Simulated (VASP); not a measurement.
# BeGa2C2 (Fd-3m) in VASP: single point with PBE

Aim: the single point of BeGa2C2 with PBE.

Everything below comes from runs of VASP 6.6.1. Logs are shortened: lines on timing, memory, paths and dates and some standing lists are left out, and cuts for length are marked.

**1. The cell of the first run**

It takes space group Fd-3m (No. 227, cubic). Conventional cell: a = 9.170 Å, b = 9.170 Å, c = 9.170 Å, α = 90.00°, β = 90.00°, γ = 90.00°. Be (site symmetry -43m) is surrounded by 4 Ga at 1.99 Å. Ga (site symmetry -3m) is surrounded by 2 Be at 1.99 Å. C (site symmetry -3m) is surrounded by 6 C at 3.24 Å and 6 Ga at 3.24 Å.

The cell was built by a generator and needn't be a form met in nature.

**2. Single point, PBE (random cell by space group and Wyckoff sites (Fd-3m, No. 227))**

Input file INCAR:

```
SYSTEM = BeGa2C2
PREC     = Accurate       ! precision mode
ENCUT    = 520            ! plane-wave cutoff, eV
EDIFF    = 1E-6           ! SCF threshold, eV
ISMEAR   = 0              ! smearing method
SIGMA    = 0.1            ! smearing width, eV
LREAL    = .FALSE.        ! projectors in reciprocal space
LASPH    = .TRUE.         ! aspherical terms in the spheres
NELM     = 100            ! most SCF steps
ALGO     = Fast           ! electronic algorithm
ISIF     = 2              ! what is computed and relaxed
LWAVE    = .FALSE.        ! write WAVECAR
LCHARG   = .FALSE.        ! write CHGCAR
GGA      = PE             ! functional
NBANDS   = 47             ! bands
```

Input file KPOINTS:

```
Automatic mesh
0
G
  8 8 8
  0 0 0
```

Input file POSCAR:

```
BeGa2C2
1.0
    0.0000000000      4.5848010544      4.5848010544
    4.5848010544      0.0000000000      4.5848010544
    4.5848010544      4.5848010544      0.0000000000
Be Ga C
2 4 4
Direct
    0.2500000000      0.2500000000      0.2500000000
    0.0000000000      0.0000000000      0.0000000000
    0.1250000000      0.1250000000      0.1250000000
    0.1250000000      0.1250000000      0.6250000000
    0.1250000000      0.6250000000      0.1250000000
    0.6250000000      0.1250000000      0.1250000000
    0.6250000000      0.6250000000      0.6250000000
    0.6250000000      0.6250000000      0.1250000000
    0.6250000000      0.1250000000      0.6250000000
    0.1250000000      0.6250000000      0.6250000000
```

Potentials or basis: VASP PAW PBE potentials, release 64 (Be, Ga_d, C).

Started as:

```console
> cat potpaw_PBE.64/Be/POTCAR potpaw_PBE.64/Ga_d/POTCAR potpaw_PBE.64/C/POTCAR > POTCAR
> mpirun -np 1 vasp_std > vasp.out
```

OUTCAR:

```text
SYSTEM = BeGa2C2
   PREC = Accurate
   ENCUT = 520
   EDIFF = 1E-6
   ISMEAR = 0
   LREAL = .FALSE.
   LASPH = .TRUE.
   NELM = 100
   ISIF = 2
   GGA = PE

 ion  position               nearest neighbor table
   1  0.250  0.250  0.250-   3 1.99   4 1.99   5 1.99   6 1.99
   2  0.000  0.000  0.000-   3 1.99   4 1.99   5 1.99   6 1.99
   3  0.125  0.125  0.125-   1 1.99   2 1.99
   4  0.125  0.125  0.625-   1 1.99   2 1.99
   5  0.125  0.625  0.125-   1 1.99   2 1.99
   6  0.625  0.125  0.125-   1 1.99   2 1.99
   7  0.625  0.625  0.625-
   8  0.625  0.625  0.125-
   9  0.625  0.125  0.625-
  10  0.125  0.625  0.625-

  LATTYP: Found a face centered cubic cell.
 ALAT       =     9.1696021088

  Lattice vectors:

 A1 = (   0.0000000000,   4.5848010544,   4.5848010544)
 A2 = (   4.5848010544,   0.0000000000,   4.5848010544)
 A3 = (   4.5848010544,   4.5848010544,   0.0000000000)

Analysis of symmetry for initial positions (statically):
=====================================================================
 Subroutine PRICEL returns:
 Original cell was already a primitive cell.

 Routine SETGRP: Setting up the symmetry group for a
 face centered cubic supercell.

 Subroutine GETGRP returns: Found 48 space group operations
 (whereof 24 operations were pure point group operations)
 out of a pool of 48 trial point group operations.

The static configuration has the point symmetry T_d .
 The point group associated with its full space group is O_h .

Analysis of symmetry for dynamics (positions and initial velocities):
=====================================================================
 Subroutine PRICEL returns:
 Original cell was already a primitive cell.

 Routine SETGRP: Setting up the symmetry group for a
 face centered cubic supercell.

 Subroutine GETGRP returns: Found 48 space group operations
 (whereof 24 operations were pure point group operations)
 out of a pool of 48 trial point group operations.

The dynamic configuration has the point symmetry T_d .
 The point group associated with its full space group is O_h .

 Subroutine INISYM returns: Found 48 space group operations
 (whereof 24 operations are pure point group operations),
 and found     1 'primitive' translations

----------------------------------------------------------------------------------------

                                     Primitive cell

  volume of cell :     192.7487

  direct lattice vectors                    reciprocal lattice vectors
     0.000000000  4.584801054  4.584801054    -0.109055986  0.109055986  0.109055986
     4.584801054  0.000000000  4.584801054     0.109055986 -0.109055986  0.109055986
     4.584801054  4.584801054  0.000000000     0.109055986  0.109055986 -0.109055986

  length of vectors
     6.483887832  6.483887832  6.483887832     0.188890509  0.188890509  0.188890509

  position of ions in fractional coordinates (direct lattice)
     0.250000000  0.250000000  0.250000000
     0.000000000  0.000000000  0.000000000
     0.125000000  0.125000000  0.125000000
     0.125000000  0.125000000  0.625000000
     0.125000000  0.625000000  0.125000000
     0.625000000  0.125000000  0.125000000
     0.625000000  0.625000000  0.625000000
     0.625000000  0.625000000  0.125000000
     0.625000000  0.125000000  0.625000000
     0.125000000  0.625000000  0.625000000

  ion indices of the primitive-cell ions
   primitive index   ion index
                 1           1
                 2           2
                 3           3
                 4           4
                 5           5
                 6           6
                 7           7
                 8           8
                 9           9
                10          10

----------------------------------------------------------------------------------------

 KPOINTS: Automatic mesh

Automatic generation of k-mesh.
 Grid dimensions read from file:
 generate k-points for:    8    8    8

 Generating k-lattice:

  Cartesian coordinates                     Fractional coordinates (reciprocal lattice)
    -0.013631998  0.013631998  0.013631998     0.125000000  0.000000000  0.000000000
     0.013631998 -0.013631998  0.013631998     0.000000000  0.125000000  0.000000000
     0.013631998  0.013631998 -0.013631998     0.000000000  0.000000000  0.125000000

  Length of vectors
     0.023611314  0.023611314  0.023611314

  Shift w.r.t. Gamma in fractional coordinates (k-lattice)
     0.000000000  0.000000000  0.000000000

 Subroutine IBZKPT returns following result:
 ===========================================

 Found     29 irreducible k-points:

 Following reciprocal coordinates:
            Coordinates               Weight
  0.000000  0.000000  0.000000      1.000000
  0.125000  0.000000  0.000000      8.000000
  0.250000  0.000000  0.000000      8.000000
  0.375000  0.000000  0.000000      8.000000
  0.500000  0.000000  0.000000      4.000000
  0.125000  0.125000  0.000000      6.000000
[... 16 lines left out ...]
  0.500000  0.250000  0.125000     48.000000
 -0.375000  0.250000  0.125000     24.000000
 [... further k-points ...]
   k-points           NKPTS =     29   k-points in BZ     NKDIM =     29   number of bands    NBANDS=     47
   number of dos      NEDOS =    301   number of ions     NIONS =     10
   total plane-waves  NPLWV = 110592
   dimension x,y,z NGX =    48 NGY =   48 NGZ =   48
   dimension x,y,z NGXF=    96 NGYF=   96 NGZF=   96
   ions per type =               2   4   4
   NGX,Y,Z   is equivalent  to a cutoff of  12.31, 12.31, 12.31 a.u.
   NGXF,Y,Z  is equivalent  to a cutoff of  24.61, 24.61, 24.61 a.u.
 SYSTEM =  BeGa2C2
   PREC   = accura    normal or accurate (medium, high low for compatibility)
   ISTART =      0    job   : 0-new  1-cont  2-samecut
   ICHARG =      2    charge: 1-file 2-atom 10-const
   ISPIN  =      1    spin polarized calculation?
   LNONCOLLINEAR =      F non collinear calculations
   LSORBIT =      F    spin-orbit coupling
   LASPH  =      T    aspherical Exc in radial PAW
   ENCUT  =  520.0 eV  38.22 Ry    6.18 a.u.  12.06 12.06 12.06*2*pi/ulx,y,z
   NELM   =    100;   NELMIN=  2; NELMDL= -5     # of ELM steps
   EDIFF  = 0.1E-05   stopping-criterion for ELM
   LREAL  =      F    real-space projection
   EDIFFG = 0.1E-04   stopping-criterion for IOM
   NSW    =      0    number of steps for IOM
   IBRION =     -1    ionic relax: 0-MD 1-quasi-New 2-CG
   NFREE  =      0    steps in history (QN), initial steepest desc. (CG)
   ISIF   =      2    stress and relaxation
   ISYM   =      2    0-nonsym 1-usesym 2-fastsym
   POTIM  = 0.5000    time-step for ionic-motion
   TEBEG  =    0.0;   TEEND  =   0.0 temperature during run
   PSTRESS=    0.0 pullay stress
   NELECT =      72.0000    total number of electrons
   NUPDOWN=      -1.0000    fix difference up-down
   EMIN   =  10.00;   EMAX   =-10.00  energy-range for DOS
   EFERMI =   0.00;   METHOD = LEGACY
   ISMEAR =     0;   SIGMA  =   0.10  broadening in eV -4-tet -1-fermi 0-gaus
   EFERMI_NEDOS =   21; number of points for ismear=-14 and -15
   IALGO  =     68    algorithm
   IMIX   =      4    mixing-type and parameters
     AMIX     =   0.40;   BMIX     =  1.00
     AMIX_MAG =   1.60;   BMIX_MAG =  1.00
  volume/ion in A,a.u.               =      19.27       130.07
  Fermi-wavevector in a.u.,A,eV,Ry     =   1.179022  2.228028 18.913355  1.390092
  Thomas-Fermi vector in A             =   2.315340
   LORBIT       =      0    0 simple, 1 ext, 2 COOP (PROOUT), +10 PAW based schemes
   GGA     = PE    functional components
   LHFCALC =     F    Hartree Fock is set to
   AEXX    =    0.0000 exact exchange contribution
   IVDW    =     0    specifies the selected vdW correction
   LEPSILON=     F    determine dielectric tensor
   LRPA    =     F    only Hartree local field effects (RPA)
 non-spin polarized calculation
 RMM-DIIS sequential band-by-band and
 Gauss-broadening in eV      SIGMA  =   0.10
  energy-cutoff  :      520.00
  volume of cell :      192.75
 maximum number of plane-waves:      5218
   NGX = 25   NGY = 25   NGZ = 25

 number of electron      71.9999944 magnetization

 Free energy of the ion-electron system (eV)
  ---------------------------------------------------
  ext. energy  EPLUGINS =         0.00000000
  ---------------------------------------------------
  free energy    TOTEN  =       -24.84126664 eV

  energy without entropy =      -24.79945867  energy(sigma->0) =      -24.82036265

 E-fermi :   1.4227     XC(G=0):  -9.0900

 val. band max:        1.4147355918   @ k =   0.2500   0.1250   0.0000
 cond. band min:       1.4401784850   @ k =  -0.3750   0.3750   0.0000
 fundamental gap:      0.0254428932
 Fermi energy:         1.4226913329

 k-point     1 :       0.0000    0.0000    0.0000
  band No.  band energies     occupation
      1     -13.3609      2.00000
      2     -13.2539      2.00000
      3     -13.2539      2.00000
      4     -13.2539      2.00000
      5     -13.1329      2.00000
      6     -13.1329      2.00000
[... 39 lines left out ...]
     46       5.5831      0.00000
     47       8.0327      0.00000

 k-point     2 :       0.1250    0.0000    0.0000
  band No.  band energies     occupation
      1     -13.3563      2.00000
      2     -13.2526      2.00000
      3     -13.2507      2.00000
      4     -13.2507      2.00000
      5     -13.1307      2.00000
      6     -13.1307      2.00000
[... 39 lines left out ...]
     46       5.4415      0.00000
     47       7.1970      0.00000

 k-point     3 :       0.2500    0.0000    0.0000
  band No.  band energies     occupation
      1     -13.3449      2.00000
      2     -13.2485      2.00000
      3     -13.2429      2.00000
      4     -13.2429      2.00000
      5     -13.1241      2.00000
      6     -13.1241      2.00000
[... 1039 lines left out ...]
     46       4.6284      0.00000
     47       5.5070      0.00000

 k-point    24 :      -0.3750    0.2500    0.1250
  band No.  band energies     occupation
      1     -13.3150      2.00000
      2     -13.2586      2.00000
      3     -13.2224      2.00000
      4     -13.2171      2.00000
      5     -13.1334      2.00000
      6     -13.1171      2.00000
[... 39 lines left out ...]
     46       4.6684      0.00000
     47       5.0622      0.00000

 [... further k-points ...]

------------------------ aborting loop because EDIFF is reached ----------------------------------------

  FORCE on cell =-STRESS in cart. coord.  units (eV):
  Direction    XX          YY          ZZ          XY          YZ          ZX
  --------------------------------------------------------------------------------------
  -------------------------------------------------------------------------------------
  Total        0.0319535      0.0319535      0.0319535      0.0000000      0.0000000      0.0000000
  in kB        0.2656061      0.2656061      0.2656061      0.0000000      0.0000000      0.0000000
  external PRESSURE =       0.2656061 kB  Pullay stress =       0.0000000 kB

 VOLUME and BASIS-vectors are now :
 -----------------------------------------------------------------------------
  energy-cutoff  :      520.00
  volume of cell :      192.75
      direct lattice vectors                 reciprocal lattice vectors
     0.000000000  4.584801054  4.584801054    -0.109055986  0.109055986  0.109055986
     4.584801054  0.000000000  4.584801054     0.109055986 -0.109055986  0.109055986
     4.584801054  4.584801054  0.000000000     0.109055986  0.109055986 -0.109055986

 POSITION                                       TOTAL-FORCE (eV/Angst)
 -----------------------------------------------------------------------------------
      2.29240      2.29240      2.29240         0.000000      0.000000     -0.000000
      0.00000      0.00000      0.00000        -0.000000     -0.000000      0.000000
      1.14620      1.14620      1.14620         0.000000     -0.000000      0.000000
      3.43860      3.43860      1.14620         0.000000     -0.000000      0.000000
      3.43860      1.14620      3.43860         0.000000     -0.000000     -0.000000
      1.14620      3.43860      3.43860         0.000000     -0.000000      0.000000
      5.73100      5.73100      5.73100         0.000000     -0.000000      0.000000
      3.43860      3.43860      5.73100         0.000000     -0.000000     -0.000000
      3.43860      5.73100      3.43860         0.000000     -0.000000     -0.000000
      5.73100      3.43860      3.43860         0.000000     -0.000000     -0.000000
 -----------------------------------------------------------------------------------
    total drift:                                0.000000      0.000000      0.000000

  FREE ENERGIE OF THE ION-ELECTRON SYSTEM (eV)
  ---------------------------------------------------
  free  energy   TOTEN  =       -24.8412666363 eV

  energy  without entropy=      -24.7994586724  energy(sigma->0) =      -24.82036265
```

Run time: 5.1 min. Hardware: 1 thread of Intel Xeon Platinum 8488C (Sapphire Rapids), shared host; peak memory 0.44 GiB.

What came out:

| Quantity | Value |
| --- | --- |
| Free energy | -24.8413 eV |
| Pressure | 0.0 GPa |
| Band gap on the k mesh | none (metal or under the smearing width) |

Levels at points of the mesh, in eV from the Fermi level:
```
           k point  band 32  band 33  band 34  band 35  band 36  band 37  band 38  band 39  band 40  band 41
(0.00, 0.00, 0.00)    -2.85    -1.76    -1.63    -1.63     0.53     0.53     0.53     0.90     0.90     0.90
(0.50, 0.00, 0.00)    -1.42    -0.94    -0.94    -0.27     0.13     0.28     0.31     0.31     0.67     0.67
(0.50, 0.50, 0.00)    -0.76    -0.44    -0.44    -0.19    -0.19    -0.12    -0.12     0.12     0.12     0.31
```
